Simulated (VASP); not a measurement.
Method: PBE GGA, VASP's PBE PAW potentials (set 64) (plane waves; VASP).

VASP input:

INCAR:
```
# general
SYSTEM=Al35CN36
PREC  =Normal
ENCUT =400
LREAL =Auto   # projection in real space or not
LASPH =T
ISYM  =0
NELECT=288.0

# electronic loop
EDIFF =1E-5
NELM  =100   # most electronic steps
NELMIN=4
ALGO  =Fast   # Davidson, then RMM-DIIS

# smearing
ISMEAR=0
SIGMA =0.05   # width (eV)

# functional
GGA   =PE

# ions
IBRION=2   # conjugate gradients
NSW   =60   # most ionic steps
ISIF  =2
EDIFFG=-0.03   # ionic stop

# output
LWAVE =T
LCHARG=F
```

**POSCAR**
```
Al35CN36
1
    4.6932676572    -8.1289780182     0.0000000000
    4.6932676572     8.1289780182     0.0000000000
    0.0000000000     0.0000000000    10.0192026154
Al N C
35 36 1
Direct
  0.2222220000   0.1111110000   0.2500000000
  0.1111110000   0.2222220000   0.0000000000
  0.2222220000   0.1111110000   0.7500000000
  0.1176830000   0.2246270000   0.5033350000
  0.2254650000   0.4498240000   0.2536980000
  0.1111110000   0.5555560000   0.0000000000
  0.2241600000   0.4525490000   0.7538130000
  0.1179810000   0.5572360000   0.5004090000
  0.2222220000   0.7777780000   0.2500000000
  0.1111110000   0.8888890000   0.0000000000
  0.2222220000   0.7777780000   0.7500000000
  0.1111110000   0.8888890000   0.5000000000
  0.5555560000   0.1111110000   0.2500000000
  0.4444440000   0.2222220000   0.0000000000
  0.5555560000   0.1111110000   0.7500000000
  0.4421210000   0.2199670000   0.4967400000
  0.5545620000   0.4382530000   0.2461940000
  0.4444440000   0.5555560000   0.0000000000
  0.5505400000   0.4388710000   0.7536110000
  0.5487600000   0.7764180000   0.2537950000
  0.4444440000   0.8888890000   0.0000000000
  0.5510180000   0.7777530000   0.7517590000
  0.4484600000   0.8872460000   0.4960720000
  0.8888890000   0.1111110000   0.2500000000
  0.7777780000   0.2222220000   0.0000000000
  0.8888890000   0.1111110000   0.7500000000
  0.7777780000   0.2222220000   0.5000000000
  0.8888890000   0.4444440000   0.2500000000
  0.7777780000   0.5555560000   0.0000000000
  0.8888890000   0.4444440000   0.7500000000
  0.7826530000   0.5572340000   0.5012060000
  0.8888890000   0.7777780000   0.2500000000
  0.7777780000   0.8888890000   0.0000000000
  0.8888890000   0.7777780000   0.7500000000
  0.7722780000   0.8846930000   0.5037680000
  0.2222220000   0.1111110000   0.4410000000
  0.1111110000   0.2222220000   0.1910000000
  0.2222220000   0.1111110000   0.9410000000
  0.1111110000   0.2222220000   0.6910000000
  0.2173680000   0.4446610000   0.4371080000
  0.1111110000   0.5555560000   0.1910000000
  0.2222220000   0.4444440000   0.9410000000
  0.1111110000   0.5555560000   0.6910000000
  0.2222220000   0.7777780000   0.4410000000
  0.1111110000   0.8888890000   0.1910000000
  0.2222220000   0.7777780000   0.9410000000
  0.1111110000   0.8888890000   0.6910000000
  0.5555560000   0.1111110000   0.4410000000
  0.4444440000   0.2222220000   0.1910000000
  0.5555560000   0.1111110000   0.9410000000
  0.4444440000   0.2222220000   0.6910000000
  0.5564320000   0.4404510000   0.4458370000
  0.4454930000   0.5584840000   0.1861410000
  0.5555560000   0.4444440000   0.9410000000
  0.4493140000   0.5599430000   0.6864110000
  0.5534450000   0.7775900000   0.4430890000
  0.4444440000   0.8888890000   0.1910000000
  0.5555560000   0.7777780000   0.9410000000
  0.4444440000   0.8888890000   0.6910000000
  0.8888890000   0.1111110000   0.4410000000
  0.7777780000   0.2222220000   0.1910000000
  0.8888890000   0.1111110000   0.9410000000
  0.7777780000   0.2222220000   0.6910000000
  0.8888890000   0.4444440000   0.4410000000
  0.7777780000   0.5555560000   0.1910000000
  0.8888890000   0.4444440000   0.9410000000
  0.7777780000   0.5555560000   0.6910000000
  0.8888890000   0.7777780000   0.4410000000
  0.7777780000   0.8888890000   0.1910000000
  0.8888890000   0.7777780000   0.9410000000
  0.7777780000   0.8888890000   0.6910000000
  0.4492610000   0.5550820000   0.4979540000
```

File KPOINTS:
```
Automatic mesh
0
Gamma
1 1 1
0 0 0
```

POTCAR, in this order: Al N C (PBE.64 set). Program: vasp_gam.

The run wrote:

### OSZICAR
```
...
RMM:   2    -0.539424283778E+03   -0.71011E-03   -0.10119E-02   362   0.201E-01    0.698E-02
RMM:   3    -0.539424302762E+03   -0.18984E-04   -0.13619E-03   362   0.766E-02    0.448E-02
RMM:   4    -0.539424293462E+03    0.92995E-05   -0.28882E-04   361   0.351E-02    0.179E-02
RMM:   5    -0.539424295493E+03   -0.20302E-05   -0.53738E-05   266   0.151E-02
   5 F= -.53942430E+03 E0= -.53942430E+03  d E =-.106028E+01
       N       E                     dE             d eps       ncg     rms          rms(c)
DAV:   1    -0.539626450961E+03   -0.20216E+00   -0.41473E+01   372   0.167E+01    0.132E+00
RMM:   2    -0.539692270758E+03   -0.65820E-01   -0.10328E+00   362   0.235E+00    0.770E-01
RMM:   3    -0.539689060815E+03    0.32099E-02   -0.12426E-01   371   0.815E-01    0.555E-01
RMM:   4    -0.539682899133E+03    0.61617E-02   -0.47169E-02   362   0.460E-01    0.163E-01
RMM:   5    -0.539682941333E+03   -0.42200E-04   -0.66187E-03   373   0.182E-01    0.123E-01
RMM:   6    -0.539682992435E+03   -0.51102E-04   -0.53627E-03   366   0.118E-01    0.765E-02
RMM:   7    -0.539682860352E+03    0.13208E-03   -0.66453E-04   363   0.575E-02    0.356E-02
RMM:   8    -0.539682906642E+03   -0.46290E-04   -0.70410E-04   362   0.474E-02    0.360E-02
RMM:   9    -0.539682869854E+03    0.36788E-04   -0.12935E-04   341   0.246E-02    0.105E-02
RMM:  10    -0.539682879446E+03   -0.95917E-05   -0.11510E-04   316   0.173E-02    0.144E-02
RMM:  11    -0.539682874063E+03    0.53830E-05   -0.12415E-05   222   0.785E-03
   6 F= -.53968287E+03 E0= -.53968287E+03  d E =-.258579E+00
       N       E                     dE             d eps       ncg     rms          rms(c)
DAV:   1    -0.539683934565E+03   -0.10551E-02   -0.18712E-01   404   0.112E+00    0.845E-02
RMM:   2    -0.539684251360E+03   -0.31680E-03   -0.48425E-03   362   0.161E-01    0.528E-02
RMM:   3    -0.539684237912E+03    0.13448E-04   -0.56982E-04   369   0.551E-02    0.377E-02
RMM:   4    -0.539684209480E+03    0.28432E-04   -0.25014E-04   360   0.330E-02    0.118E-02
RMM:   5    -0.539684209251E+03    0.22906E-06   -0.30529E-05   255   0.127E-02
   7 F= -.53968421E+03 E0= -.53968421E+03  d E =-.259914E+00
       N       E                     dE             d eps       ncg     rms          rms(c)
DAV:   1    -0.539727732459E+03   -0.43523E-01   -0.15892E+01   380   0.102E+01    0.703E-01
RMM:   2    -0.539745314242E+03   -0.17582E-01   -0.29578E-01   362   0.123E+00    0.375E-01
RMM:   3    -0.539743597758E+03    0.17165E-02   -0.34003E-02   362   0.436E-01    0.233E-01
RMM:   4    -0.539742599550E+03    0.99821E-03   -0.11433E-02   362   0.223E-01    0.667E-02
RMM:   5    -0.539742756568E+03   -0.15702E-03   -0.18203E-03   388   0.884E-02    0.480E-02
RMM:   6    -0.539742774382E+03   -0.17814E-04   -0.27497E-04   372   0.372E-02    0.220E-02
RMM:   7    -0.539742781095E+03   -0.67127E-05   -0.64562E-05   312   0.171E-02
   8 F= -.53974278E+03 E0= -.53974278E+03  d E =-.585718E-01
       N       E                     dE             d eps       ncg     rms          rms(c)
DAV:   1    -0.539743195916E+03   -0.42153E-03   -0.20166E-01   436   0.115E+00    0.775E-02
RMM:   2    -0.539743419360E+03   -0.22344E-03   -0.37586E-03   362   0.138E-01    0.412E-02
RMM:   3    -0.539743399869E+03    0.19492E-04   -0.44865E-04   362   0.499E-02    0.252E-02
RMM:   4    -0.539743388663E+03    0.11206E-04   -0.14738E-04   355   0.254E-02    0.789E-03
RMM:   5    -0.539743390639E+03   -0.19765E-05   -0.22656E-05   234   0.102E-02
   9 F= -.53974339E+03 E0= -.53974339E+03  d E =-.591814E-01
       N       E                     dE             d eps       ncg     rms          rms(c)
DAV:   1    -0.539755926714E+03   -0.12538E-01   -0.42157E+00   380   0.526E+00    0.358E-01
RMM:   2    -0.539761441214E+03   -0.55145E-02   -0.81744E-02   362   0.654E-01    0.198E-01
RMM:   3    -0.539761205823E+03    0.23539E-03   -0.96236E-03   363   0.233E-01    0.130E-01
RMM:   4    -0.539760876645E+03    0.32918E-03   -0.37005E-03   362   0.125E-01    0.389E-02
RMM:   5    -0.539760922784E+03   -0.46140E-04   -0.68461E-04   393   0.509E-02    0.279E-02
RMM:   6    -0.539760928403E+03   -0.56191E-05   -0.11690E-04   362   0.224E-02    0.139E-02
RMM:   7    -0.539760929558E+03   -0.11551E-05   -0.20765E-05   232   0.101E-02
  10 F= -.53976093E+03 E0= -.53976093E+03  d E =-.175389E-01
       N       E                     dE             d eps       ncg     rms          rms(c)
DAV:   1    -0.539760989912E+03   -0.61509E-04   -0.21719E-02   436   0.378E-01    0.260E-02
RMM:   2    -0.539761018247E+03   -0.28335E-04   -0.42705E-04   362   0.471E-02    0.135E-02
RMM:   3    -0.539761017798E+03    0.44834E-06   -0.53998E-05   290   0.172E-02    0.896E-03
RMM:   4    -0.539761016307E+03    0.14914E-05   -0.17003E-05   218   0.867E-03
  11 F= -.53976102E+03 E0= -.53976102E+03  d E =-.176257E-01
       N       E                     dE             d eps       ncg     rms          rms(c)
DAV:   1    -0.539764684638E+03   -0.36668E-02   -0.13172E+00   370   0.296E+00    0.187E-01
RMM:   2    -0.539766015097E+03   -0.13305E-02   -0.22026E-02   362   0.337E-01    0.101E-01
RMM:   3    -0.539765897249E+03    0.11785E-03   -0.27729E-03   363   0.123E-01    0.623E-02
RMM:   4    -0.539765824473E+03    0.72776E-04   -0.90812E-04   362   0.619E-02    0.200E-02
RMM:   5    -0.539765837066E+03   -0.12593E-04   -0.16071E-04   379   0.253E-02    0.127E-02
RMM:   6    -0.539765838635E+03   -0.15689E-05   -0.23993E-05   239   0.106E-02
  12 F= -.53976584E+03 E0= -.53976584E+03  d E =-.482233E-02
       N       E                     dE             d eps       ncg     rms          rms(c)
DAV:   1    -0.539765885242E+03   -0.48176E-04   -0.21087E-02   428   0.374E-01    0.238E-02
RMM:   2    -0.539765907225E+03   -0.21983E-04   -0.36007E-04   362   0.430E-02    0.128E-02
RMM:   3    -0.539765905758E+03    0.14668E-05   -0.47608E-05   288   0.160E-02    0.811E-03
RMM:   4    -0.539765904691E+03    0.10667E-05   -0.13014E-05   220   0.770E-03
  13 F= -.53976590E+03 E0= -.53976590E+03  d E =-.488838E-02
       N       E                     dE             d eps       ncg     rms          rms(c)
DAV:   1    -0.539767307742E+03   -0.14020E-02   -0.32838E-01   362   0.148E+00    0.101E-01
RMM:   2    -0.539767690129E+03   -0.38239E-03   -0.59097E-03   362   0.179E-01    0.558E-02
RMM:   3    -0.539767682360E+03    0.77690E-05   -0.78548E-04   365   0.652E-02    0.372E-02
RMM:   4    -0.539767662884E+03    0.19476E-04   -0.27594E-04   362   0.347E-02    0.117E-02
RMM:   5    -0.539767666668E+03   -0.37844E-05   -0.52045E-05   281   0.143E-02
  14 F= -.53976767E+03 E0= -.53976767E+03  d E =-.176198E-02
       N       E                     dE             d eps       ncg     rms          rms(c)
DAV:   1    -0.539767696871E+03   -0.33988E-04   -0.10211E-02   428   0.262E-01    0.182E-02
RMM:   2    -0.539767711165E+03   -0.14294E-04   -0.19975E-04   362   0.333E-02    0.110E-02
RMM:   3    -0.539767711180E+03   -0.15087E-07   -0.27277E-05   240   0.122E-02    0.755E-03
RMM:   4    -0.539767710647E+03    0.53351E-06   -0.86080E-06   214   0.626E-03
  15 F= -.53976771E+03 E0= -.53976771E+03  d E =-.180596E-02
       N       E                     dE             d eps       ncg     rms          rms(c)
DAV:   1    -0.539768196409E+03   -0.48523E-03   -0.23431E-01   362   0.126E+00    0.791E-02
RMM:   2    -0.539768454286E+03   -0.25788E-03   -0.38675E-03   362   0.143E-01    0.423E-02
RMM:   3    -0.539768446591E+03    0.76949E-05   -0.48437E-04   364   0.517E-02    0.279E-02
RMM:   4    -0.539768433847E+03    0.12744E-04   -0.15856E-04   361   0.266E-02    0.897E-03
RMM:   5    -0.539768435929E+03   -0.20818E-05   -0.26077E-05   244   0.109E-02
  16 F= -.53976844E+03 E0= -.53976844E+03  d E =-.725282E-03
```

**OUTCAR**
```
------------------------ aborting loop because EDIFF is reached ----------------------------------------
  FORCE on cell =-STRESS in cart. coord.  units (eV):
  Direction    XX          YY          ZZ          XY          YZ          ZX
  --------------------------------------------------------------------------------------
  Total      -36.3245994    -36.0928956    -46.8902736     -0.0045264      0.0001571     -0.0041642
  in kB      -76.1266973    -75.6411077    -98.2695399     -0.0094861      0.0003292     -0.0087272
  external PRESSURE =     -83.3457817 kB  Pullay stress =       0.0000000 kB
  volume of cell :      764.49
      direct lattice vectors                 reciprocal lattice vectors
     4.693267657 -8.128978018  0.000000000     0.106535582 -0.061508347  0.000000000
     4.693267657  8.128978018  0.000000000     0.106535582  0.061508347  0.000000000
     0.000000000  0.000000000 10.019202615     0.000000000  0.000000000  0.099808342
  FREE ENERGIE OF THE ION-ELECTRON SYSTEM (eV)
  ---------------------------------------------------
  free  energy   TOTEN  =      -539.7684359293 eV

  energy  without entropy=     -539.7684359293  energy(sigma->0) =     -539.76843593

 reached required accuracy - stopping structural energy minimisation
```
(Selected blocks of OUTCAR.)

CONTCAR:
```
Al35CN36
   1.00000000000000
     4.6932676571999998   -8.1289780181999998    0.0000000000000000
     4.6932676571999998    8.1289780181999998    0.0000000000000000
     0.0000000000000000    0.0000000000000000   10.0192026153999993
  Al              N               C
    35    36     1
Direct
     0.2222804202696794    0.1112098519622036    0.2494504334208306
     0.1122789914809081    0.2242250709787181    0.9997474867634013
     0.2220914647184512    0.1107195104772227    0.7516943411496525
     0.1168297830713850    0.2232412315782009    0.5013121268438573
     0.2295363030497893    0.4480990417197706    0.2519157694096422
     0.1123463913985450    0.5549762705165781    0.9997447727748969
     0.2220774159622692    0.4444137712140033    0.7421258480865586
     0.1168460759884463    0.5601791015357493    0.5013067626040711
     0.2222825421640864    0.7777561947980913    0.2494503977608627
     0.1110982160858996    0.8889573579157705    0.0007147471907393
     0.2221370871627691    0.7782045763299181    0.7516582260771150
     0.1112520422571967    0.8888991526166831    0.5007690145423335
     0.5562564703384799    0.1113581895793531    0.2500028645782925
     0.4451500333377023    0.2239928785002953    0.9997767796162682
     0.5557532975899026    0.1111518188644230    0.7506483225514634
     0.4400293221092676    0.2230418664099038    0.5012998685880876
     0.5519565430766572    0.4479585716071269    0.2519948013022262
     0.4445162730863226    0.5555555473474802    0.9966341890891816
     0.5558930302795202    0.4442783471255671    0.7421890105225217
     0.5519701416143794    0.7704908211835917    0.2519483103793711
     0.4451311744299346    0.8877880335408753    0.9997899131586264
     0.5558639916845713    0.7781716669364959    0.7422423805868615
     0.4400805561000185    0.8834345419302624    0.5013103590883975
     0.8885774020813023    0.1114038423803305    0.2500056476279695
     0.7778264739348368    0.2222506124568470    0.0004424800573331
     0.8890052783662162    0.1112235644095887    0.7506421346160547
     0.7779847902646246    0.2221788352172107    0.5015047934452043
     0.8886076610962422    0.4436508404984133    0.2499776080654479
     0.7759367197533567    0.5547662014671400    0.9997668846642142
     0.8890863487102406    0.4444467783931033    0.7506190422496587
     0.7770459102959227    0.5600068348842574    0.5013224878389385
     0.8887260210929387    0.7775914204726585    0.2494932386356844
     0.7758858481103187    0.8877994992487962    0.9997965229554493
     0.8894973841686638    0.7780882389552364    0.7517789748868613
     0.7770622027954170    0.8833945276169358    0.5013622212491206
     0.2217639507680509    0.1099427360160767    0.4405408446693109
     0.1127261182320112    0.2255419510052334    0.1939908182306332
     0.2224596930144637    0.1116870148623126    0.9430110025517515
     0.1112793197449975    0.2215360181354344    0.6906942577825627
     0.2590705293494766    0.4628079574904679    0.4513592695219761
     0.1127551295801528    0.5539064449692144    0.1939383567722942
     0.2247351111569104    0.4458135979363854    0.9346492758723220
     0.1113454094115458    0.5565880990201290    0.6907036293919301
     0.2218343697175431    0.7784126999954754    0.4405179337124170
     0.1110964782655097    0.8888549065441060    0.1917096575200495
     0.2224903709885046    0.7776721953956895    0.9429805828117869
     0.1112284780821812    0.8889975375977514    0.6923159138173162
     0.5551084840437235    0.1107657816812395    0.4421890742478924
     0.4461569631368842    0.2253798386009229    0.1940076260761241
     0.5549610978079285    0.1107860541991626    0.9424490068506437
     0.4437202835384516    0.2213840247444986    0.6907205175577987
     0.5374211338204281    0.4627203422602085    0.4513360829323821
     0.4445311160944460    0.5554871513405721    0.1857300350034635
     0.5543673710688960    0.4455610432420297    0.9346443030356991
     0.4446848363516801    0.5556157482035549    0.6589614471235248
     0.5373676181423294    0.7410592752892488    0.4513301464642692
     0.4461232080618905    0.8872529677632565    0.1939527800987730
     0.5542948812012942    0.7753891334795368    0.9347298078232265
     0.4437416615751795    0.8889241719059933    0.6907353683024328
     0.8894153794434002    0.1107883729268804    0.4421818817558424
     0.7777740820297160    0.2221266653472308    0.1916582715695930
     0.8892403966271084    0.1108355972287601    0.9424571248573284
     0.7779143520381410    0.2222669680130747    0.6924726210167321
     0.8894389196463847    0.4450019665750529    0.4421829205520558
     0.7745070029370156    0.5536963092539712    0.1940292102639005
     0.8893251375831003    0.4451220286330094    0.9424456298141582
     0.7787964504293603    0.5564302393336257    0.6907487454232575
     0.8901893601838122    0.7782817061229930    0.4405781183318213
     0.7744992987871402    0.8872592882370087    0.1940290677409357
     0.8883387839605027    0.7775290788212534    0.9430963060998047
     0.7787390950819496    0.8889560719101279    0.6907570728409925
     0.4446525201716129    0.5555964052497080    0.5036665291858812
```

At this cut-off the stress carries a Pulay error, which pulls relaxed volumes low. The cell is charged, with a uniform compensating background. The supercell is sampled at Γ alone, which is coarse: total energies, pressure and levels can be off, energies of defects by several tenths of an eV.

The cell is a supercell with a defect, built from AlN (wurtzite): C_Al, charge +1. The run is not spin-polarised, so no state with unpaired spins was tried.
